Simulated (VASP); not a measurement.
Here is the system:

```
CELL_PARAMETERS angstrom
      0.00000     2.32249     2.32249
      2.32249     0.00000     2.32249
      2.32249     2.32249     0.00000
ATOMIC_POSITIONS crystal
  Mg 0.00000 0.00000 0.00000
  S  0.50000 0.50000 0.50000
```

All values below come from LDA (Ceperley-Alder, Perdew-Zunger), VASP's LDA PAW potentials (set 64) (plane waves; VASP). Run with 500 eV cut-off, 10×10×10 Γ-centred mesh, Gaussian smearing of 0.050 eV, potentials Mg S.

What does the run give for the energy per atom (σ→0), pressure, band gap (on the k-mesh) with the smallest direct gap where there is one?

```json
{
  "band gap (on the k-mesh)": "2.80 eV",
  "smallest direct gap (on the k-mesh)": "5.44 eV",
  "energy per atom (σ→0)": "-4.333 eV/atom",
  "pressure": "44.93 GPa"
}
```

The compound is MgS in the rock salt structure. It was relaxed first under an external pressure of 45 GPa.
